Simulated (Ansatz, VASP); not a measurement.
BiO5 in VASP and in Ansatz

Contents of INCAR:

```
SYSTEM = BiO5
ALGO = Normal ; EDIFF = 1E-6
ENCUT = 520 ; GGA = PE
ISIF = 2 ; ISMEAR = 0
LASPH = .True. ; LCHARG = .True.
LELF = .True. ; LREAL = .False.
LVHAR = .True. ; LWAVE = .False.
NBANDS = 32 ; NELM = 80
PREC = Accurate ; SIGMA = 0.1
```

File KPOINTS:

```
k-points
0
Gamma
  6 6 4
  0 0 0
```

POSCAR

```
BiO5
1.0
    4.0678412500      0.0000000000      0.0000000000
   -2.0339206200      3.5228538600      0.0000000000
    0.0000000000      0.0000000000      5.5218942500
Bi O
1 5
Direct
    0.0000000000      0.0000000000      0.5000000000
    0.6666666700      0.3333333300      0.7959949400
    0.0000000000      0.0000000000      0.0000000000
    0.6666666700      0.3333333300      0.2040050600
    0.3333333300      0.6666666700      0.2040050600
    0.3333333300      0.6666666700      0.7959949400
```

Input for Ansatz:

```yaml
crystal:
  lattice:
    - [4.06784125, 0.0, 0.0]
    - [-2.03392062, 3.52285386, 0.0]
    - [0.0, 0.0, 5.52189425]
  atoms:
    - { symbol: Bi, position: [0.0, 0.0, 0.5] }
    - { symbol: O, position: [0.66666667, 0.33333333, 0.79599494] }
    - { symbol: O, position: [0.0, 0.0, 0.0] }
    - { symbol: O, position: [0.66666667, 0.33333333, 0.20400506] }
    - { symbol: O, position: [0.33333333, 0.66666667, 0.20400506] }
    - { symbol: O, position: [0.33333333, 0.66666667, 0.79599494] }
basis:
  ecutwfc: 420
kpoints:
  mp_grid: { grid: [6, 6, 4] }
hamiltonian:
  xc: pbe
scf:
  occupations: { method: gaussian, width: 0.1 }
  lower_state_search: "off"
output:
  forces: true
  stress: true
  eigenvalues: true
```

Change from the starting cell: species swapped into the BaSn5 type (P6/mmm, No. 191).

Alike in both runs: task single point; functional PBE; k mesh 6 × 6 × 4; occupations gaussian, width 0.1 eV; no spin polarisation.

|  | VASP | Ansatz |
| --- | --- | --- |
| version | VASP 6.6.1 | Ansatz 0.2.0 |
| potentials or method | VASP PAW PBE potentials, release 64 (Bi_d, O) | scalar-relativistic, plane waves, PAW |
| plane-wave cutoff (eV) | 520 | 420 |
| valence electrons in the cell | 45 | 45 |

```csv
,VASP,Ansatz,Ansatz less VASP
gap on the k mesh at the Fermi level (eV),none,none,-
pressure (GPa),-16.8,-16.6,+0.18
largest component of the traceless stress (GPa),3.58,3.51,-0.071
rms of the force components (eV/Å),0.491,0.497,+0.0058
```

Atom by atom the forces differ by 0.006 eV/Å (rms over components). A gap of «none» marks a metal or a gap that the smearing closes. With one functional, cell and mesh, what is left measures potentials, basis and numerics.

Caveats: so large a pressure means that the cell lies far from this level's equilibrium, or that cutoff or potentials fall short (VASP); spin-orbit coupling is left out, which moves the levels of the heavy elements; an odd number of electrons without spin polarisation forces a metal; a magnetic or distorted state may lie lower.
